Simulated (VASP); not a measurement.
CsTaS2, 4 atoms in the cell. Symmetry: P-6m2, No. 187, hexagonal system. The conventional cell has a = 3.542 Å, b = 3.542 Å, c = 8.268 Å, α = 90.00°, β = 90.00°, γ = 120.00°. Cs (site symmetry -6m2) is surrounded by 6 S at 3.33 Å and 6 Cs at 3.54 Å. Ta (site symmetry -6m2) is surrounded by 6 S at 2.54 Å. Around S (site symmetry 3m) lie 3 Ta at 2.54 Å. The cell was built by a generator and needn't be a form met in nature.

- Program: VASP 6.6.1
- Task: relaxation of cell and atoms
- Functional: vdW-DF-cx
- Potentials or basis: VASP PAW PBE potentials, release 64 (Cs_sv, Ta_pv, S)
- Cutoff: 600 eV
- k mesh: 7 × 7 × 3
- Occupations: fermi-dirac, width 0.05 eV
- Spin: no spin polarisation
- Further INCAR settings: ALGO = Fast; EDIFF = 1e-06; IBRION = 2; EDIFFG = -0.02; NSW = 60; ISIF = 3

Potentials or basis: VASP PAW PBE potentials, release 64 (Cs_sv, Ta_pv, S).

Launch:

```sh
$ cat potpaw_PBE.64/Cs_sv/POTCAR potpaw_PBE.64/Ta_pv/POTCAR potpaw_PBE.64/S/POTCAR > POTCAR
$ mpirun -np 1 vasp_std > vasp.out
```

Hardware: 1 thread of Intel(R) Xeon(R) Platinum 8175M CPU @ 2.50GHz (Skylake/Cascade Lake), on a shared host.

Task: How long does it take, and how much memory?

Result: Wall time 25 min on 1 thread of Intel(R) Xeon(R) Platinum 8175M CPU @ 2.50GHz (Skylake/Cascade Lake), on a shared host, peak memory 0.58 GiB. Counts: scf iterations 72, k points 32, ion steps 7.
